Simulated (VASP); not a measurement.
Output of a VASP run:

OUTCAR:
```
 ion  position               nearest neighbor table
   1  0.500  0.500  0.500-   2 2.55   2 2.55   2 2.55   2 2.55   2 2.55   2 2.55   2 2.55   2 2.55
  LATTYP: Found a simple cubic cell.
 ALAT       =     2.9412760864
 Subroutine PRICEL returns:
 Original cell was already a primitive cell.
 Subroutine GETGRP returns: Found 48 space group operations
The static configuration has the point symmetry O_h .
The dynamic configuration has the point symmetry O_h .
 Subroutine INISYM returns: Found 48 space group operations
 Subroutine IBZKPT returns following result:
 Found     84 irreducible k-points:

 Following reciprocal coordinates:
            Coordinates               Weight
  0.000000  0.000000  0.000000      1.000000
  0.083333  0.000000  0.000000      6.000000
  0.166667  0.000000  0.000000      6.000000
  0.250000  0.000000  0.000000      6.000000
  0.333333  0.000000  0.000000      6.000000
  0.416667  0.000000  0.000000      6.000000
  0.500000  0.000000  0.000000      3.000000
  0.083333  0.083333  0.000000     12.000000
  0.166667  0.083333  0.000000     24.000000
  0.250000  0.083333  0.000000     24.000000
  0.333333  0.083333  0.000000     24.000000
  0.416667  0.083333  0.000000     24.000000
  0.500000  0.083333  0.000000     12.000000
  0.166667  0.166667  0.000000     12.000000
  0.250000  0.166667  0.000000     24.000000
  0.333333  0.166667  0.000000     24.000000
  0.416667  0.166667  0.000000     24.000000
  0.500000  0.166667  0.000000     12.000000
  0.250000  0.250000  0.000000     12.000000
  0.333333  0.250000  0.000000     24.000000
  0.416667  0.250000  0.000000     24.000000
  0.500000  0.250000  0.000000     12.000000
  0.333333  0.333333  0.000000     12.000000
  0.416667  0.333333  0.000000     24.000000
  0.500000  0.333333  0.000000     12.000000
  0.416667  0.416667  0.000000     12.000000
  0.500000  0.416667  0.000000     12.000000
  0.500000  0.500000  0.000000      3.000000
  0.083333  0.083333  0.083333      8.000000
  0.166667  0.083333  0.083333     24.000000
  0.250000  0.083333  0.083333     24.000000
  0.333333  0.083333  0.083333     24.000000
  0.416667  0.083333  0.083333     24.000000
  0.500000  0.083333  0.083333     12.000000
  0.166667  0.166667  0.083333     24.000000
  0.250000  0.166667  0.083333     48.000000
  0.333333  0.166667  0.083333     48.000000
  0.416667  0.166667  0.083333     48.000000
  0.500000  0.166667  0.083333     24.000000
  0.250000  0.250000  0.083333     24.000000
   k-points           NKPTS =     84   k-points in BZ     NKDIM =     84   number of bands    NBANDS=     15
   number of dos      NEDOS =    301   number of ions     NIONS =      2
   total plane-waves  NPLWV =  13824
   dimension x,y,z NGX =    24 NGY =   24 NGZ =   24
   dimension x,y,z NGXF=    48 NGYF=   48 NGZF=   48
   ions per type =               1   1
   PREC   = accura    normal or accurate (medium, high low for compatibility)
   ISTART =      0    job   : 0-new  1-cont  2-samecut
   ICHARG =      2    charge: 1-file 2-atom 10-const
   ISPIN  =      1    spin polarized calculation?
   LNONCOLLINEAR =      F non collinear calculations
   LSORBIT =      F    spin-orbit coupling
   INIWAV =      1    electr: 0-lowe 1-rand  2-diag
   ENCUT  =  520.0 eV  38.22 Ry    6.18 a.u.   5.47  5.47  5.47*2*pi/ulx,y,z
   NELM   =    100;   NELMIN=  2; NELMDL= -5     # of ELM steps
   EDIFF  = 0.1E-06   stopping-criterion for ELM
   LREAL  =      F    real-space projection
   NLSPLINE    = F    spline interpolate recip. space projectors
   LMAXMIX     =    4 max onsite mixed and CHGCAR
   VOSKOWN=      0    Vosko Wilk Nusair interpolation
   EDIFFG = 0.1E-05   stopping-criterion for IOM
   NSW    =      0    number of steps for IOM
   NBLOCK =      1;   KBLOCK =      1    inner block; outer block
   IBRION =     -1    ionic relax: 0-MD 1-quasi-New 2-CG
   NFREE  =      0    steps in history (QN), initial steepest desc. (CG)
...
```

File OSZICAR:
```
       N       E                     dE             d eps       ncg     rms          rms(c)
DAV:   1     0.110767581572E+03    0.11077E+03   -0.11473E+04  2600   0.253E+03
DAV:   2    -0.411227754031E+01   -0.11488E+03   -0.11181E+03  2527   0.328E+02
DAV:   3    -0.738052287414E+01   -0.32682E+01   -0.32296E+01  3122   0.743E+01
DAV:   4    -0.740202880020E+01   -0.21506E-01   -0.21501E-01  3003   0.532E+00
DAV:   5    -0.740229840353E+01   -0.26960E-03   -0.26960E-03  3282   0.645E-01    0.103E+01
DAV:   6    -0.723276555514E+01    0.16953E+00   -0.21084E+01  2774   0.121E+02    0.666E+00
DAV:   7    -0.608751819559E+01    0.11452E+01   -0.46128E+00  2712   0.127E+02    0.225E+00
DAV:   8    -0.609428330869E+01   -0.67651E-02   -0.28557E-01  3457   0.791E+00    0.134E+00
DAV:   9    -0.608324216294E+01    0.11041E-01   -0.24685E-02  3089   0.406E+00    0.644E-02
DAV:  10    -0.608321582000E+01    0.26343E-04   -0.67495E-04  3826   0.519E-01    0.228E-02
DAV:  11    -0.608321777632E+01   -0.19563E-05   -0.18545E-05  3499   0.993E-02    0.127E-02
DAV:  12    -0.608321744353E+01    0.33279E-06   -0.10234E-06  3848   0.289E-02    0.217E-03
DAV:  13    -0.608321746293E+01   -0.19399E-07   -0.17167E-07  1944   0.126E-02
   1 F= -.60832175E+01 E0= -.60832483E+01  d E =0.926186E-04
```

OUTCAR:
```
------------------------ aborting loop because EDIFF is reached ----------------------------------------
  FORCE on cell =-STRESS in cart. coord.  units (eV):
  Direction    XX          YY          ZZ          XY          YZ          ZX
  --------------------------------------------------------------------------------------
  Total       -0.5415208     -0.5415208     -0.5415208      0.0000000      0.0000000     -0.0000000
  in kB      -34.0971703    -34.0971703    -34.0971703      0.0000000      0.0000000     -0.0000000
  external PRESSURE =     -34.0971703 kB  Pullay stress =       0.0000000 kB
  volume of cell :       25.45
      direct lattice vectors                 reciprocal lattice vectors
     2.941276086  0.000000000  0.000000000     0.339988485  0.000000000  0.000000000
     0.000000000  2.941276086  0.000000000     0.000000000  0.339988485  0.000000000
     0.000000000  0.000000000  2.941276086     0.000000000  0.000000000  0.339988485
 POSITION                                       TOTAL-FORCE (eV/Angst)
 -----------------------------------------------------------------------------------
      1.47064      1.47064      1.47064         0.000000      0.000000      0.000000
      0.00000      0.00000      0.00000         0.000000      0.000000      0.000000
 -----------------------------------------------------------------------------------
    total drift:                                0.000000      0.000000     -0.000000
  FREE ENERGIE OF THE ION-ELECTRON SYSTEM (eV)
  ---------------------------------------------------
  free  energy   TOTEN  =        -6.0832174629 eV

  energy  without entropy=       -6.0833100816  energy(sigma->0) =       -6.08324834
```
(Selected blocks of OUTCAR.)

POSCAR:
```
CuZn
1
    2.9412760864     0.0000000000     0.0000000000
    0.0000000000     2.9412760864     0.0000000000
    0.0000000000     0.0000000000     2.9412760864
Zn Cu
1 1
Direct
  0.5000000000   0.5000000000   0.5000000000
  0.0000000000   0.0000000000   0.0000000000
```

Problem. Reconstruct the remaining input files.

Solution. One answer among several that fit: the input of the run itself, PBEsol GGA, plane waves, VASP's PBE PAW potentials (set 64).

### KPOINTS
```
Automatic mesh
0
Gamma
12 12 12
0 0 0
```

**INCAR**
```
SYSTEM = CuZn
PREC = Accurate
ENCUT = 520
EDIFF = 1E-7
NELM = 100
ALGO = Normal
LREAL = .FALSE.
LASPH = .TRUE.
ISMEAR = 1
SIGMA = 0.1
GGA = PS
LMAXMIX = 4
LWAVE = .FALSE.
LCHARG = .FALSE.
ISIF = 2
```

POTCAR, in this order: Zn Cu (PBE.64 set). Program: vasp_std.

The compound is CuZn in the CsCl type structure. This cell is one point of a volume scan, at 1.03 of the reference volume. The electron count is odd and the run is not spin-polarised, which forces a metal.
